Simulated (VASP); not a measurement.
Method: SCAN meta-GGA, VASP's PBE PAW potentials (set 64) (plane waves; VASP 6.6.1).

VASP ran on this input.

INCAR:
```
# general
SYSTEM   =  V
PREC     =  Accurate
ENCUT    =  520   # plane-wave cut-off (eV)
LREAL    =  .False.   # projection in real space or not
LASPH    =  .True.   # aspherical one-centre terms

# electronic loop
EDIFF    =  1E-7
NELM     =  100
ALGO     =  Normal   # blocked Davidson
LMAXMIX  =  4
LMIXTAU  =  .True.

# smearing
ISMEAR   =  1
SIGMA    =  0.1   # width (eV)

# functional
METAGGA  =  SCAN

# ions
ISIF     =  2

# output
LWAVE    =  .False.
LCHARG   =  .False.
```

### KPOINTS
```
Automatic
0
G
17 17 17
0 0 0
```

**POSCAR**
```
V
1
   -1.5148026079     1.5148026079     1.5148026079
    1.5148026079    -1.5148026079     1.5148026079
    1.5148026079     1.5148026079    -1.5148026079
V
1
Direct
  0.0000000000   0.0000000000   0.0000000000
```

POTCAR, in this order: V_sv (PBE.64 set). Program: vasp_std.

Output

File OSZICAR:
```
       N       E                     dE             d eps       ncg     rms          rms(c)
DAV:   1     0.796404562587E+02    0.79640E+02   -0.74898E+03  3300   0.145E+03
DAV:   2    -0.205042434471E+02   -0.10014E+03   -0.98206E+02  3404   0.382E+02
DAV:   3    -0.221171322140E+02   -0.16129E+01   -0.15721E+01  3470   0.575E+01
DAV:   4    -0.221295384678E+02   -0.12406E-01   -0.12401E-01  3374   0.510E+00
DAV:   5    -0.221296792868E+02   -0.14082E-03   -0.14082E-03  3442   0.561E-01    0.221E+01
DAV:   6    -0.171773453594E+02    0.49523E+01   -0.13687E+01  3314   0.590E+01    0.349E+00
DAV:   7    -0.173873509637E+02   -0.21001E+00   -0.10862E+00  3300   0.155E+01    0.206E+00
DAV:   8    -0.173700953237E+02    0.17256E-01   -0.34596E-01  3300   0.894E+00    0.132E+00
DAV:   9    -0.174393245381E+02   -0.69229E-01   -0.38358E-02  3300   0.356E+00    0.893E-01
DAV:  10    -0.175223824907E+02   -0.83058E-01   -0.14757E-01  3300   0.486E+00    0.459E-01
DAV:  11    -0.174879178013E+02    0.34465E-01   -0.33449E-02  3300   0.228E+00    0.404E-01
DAV:  12    -0.174495170730E+02    0.38401E-01   -0.51983E-02  3302   0.283E+00    0.100E-01
DAV:  13    -0.174530036429E+02   -0.34866E-02   -0.17957E-02  3300   0.211E+00    0.146E-01
DAV:  14    -0.174503139273E+02    0.26897E-02   -0.54523E-03  3300   0.121E+00    0.111E-01
DAV:  15    -0.174502189806E+02    0.94947E-04   -0.55232E-04  3304   0.345E-01    0.161E-01
DAV:  16    -0.174491144907E+02    0.11045E-02   -0.18879E-03  3300   0.700E-01    0.674E-02
DAV:  17    -0.174490437437E+02    0.70747E-04   -0.11478E-04  3308   0.164E-01    0.539E-02
DAV:  18    -0.174491549091E+02   -0.11117E-03   -0.19057E-04  3300   0.205E-01    0.312E-02
DAV:  19    -0.174490752693E+02    0.79640E-04   -0.58863E-05  3300   0.121E-01    0.234E-02
DAV:  20    -0.174490399483E+02    0.35321E-04   -0.15565E-05  3304   0.671E-02    0.139E-02
DAV:  21    -0.174490057734E+02    0.34175E-04   -0.16215E-05  3300   0.644E-02    0.102E-02
DAV:  22    -0.174489766745E+02    0.29099E-04   -0.30657E-05  3300   0.849E-02    0.242E-03
DAV:  23    -0.174489694904E+02    0.71841E-05   -0.49148E-06  3300   0.377E-02    0.659E-04
DAV:  24    -0.174489691923E+02    0.29814E-06   -0.67656E-07  3312   0.124E-02    0.311E-04
DAV:  25    -0.174489691654E+02    0.26896E-07   -0.32468E-08  1678   0.288E-03
   1 F= -.17448969E+02 E0= -.17448945E+02  d E =-.722303E-04
```

**OUTCAR**
```
------------------------ aborting loop because EDIFF is reached ----------------------------------------
  FORCE on cell =-STRESS in cart. coord.  units (eV):
  Direction    XX          YY          ZZ          XY          YZ          ZX
  --------------------------------------------------------------------------------------
  Total       -0.9192388     -0.9192388     -0.9192388     -0.0000000     -0.0000000      0.0000000
  in kB     -105.9280100   -105.9280100   -105.9280100     -0.0000000     -0.0000000      0.0000000
  external PRESSURE =    -105.9280100 kB  Pullay stress =       0.0000000 kB
  volume of cell :       13.90
      direct lattice vectors                 reciprocal lattice vectors
    -1.514802608  1.514802608  1.514802608     0.000000000  0.330076010  0.330076010
     1.514802608 -1.514802608  1.514802608     0.330076010  0.000000000  0.330076010
     1.514802608  1.514802608 -1.514802608     0.330076010  0.330076010  0.000000000
 POSITION                                       TOTAL-FORCE (eV/Angst)
 -----------------------------------------------------------------------------------
      0.00000      0.00000      0.00000         0.000000     -0.000000     -0.000000
 -----------------------------------------------------------------------------------
    total drift:                                0.000000     -0.000000     -0.000000
  FREE ENERGIE OF THE ION-ELECTRON SYSTEM (eV)
  ---------------------------------------------------
  free  energy   TOTEN  =       -17.4489691654 eV

  energy  without entropy=      -17.4488969351  energy(sigma->0) =      -17.44894509
```
(Selected blocks of OUTCAR.)

The compound is V in the bcc structure. This cell is one point of a volume scan, at 1.06 of the reference volume. The run is not spin-polarised, so no magnetic state was tried.
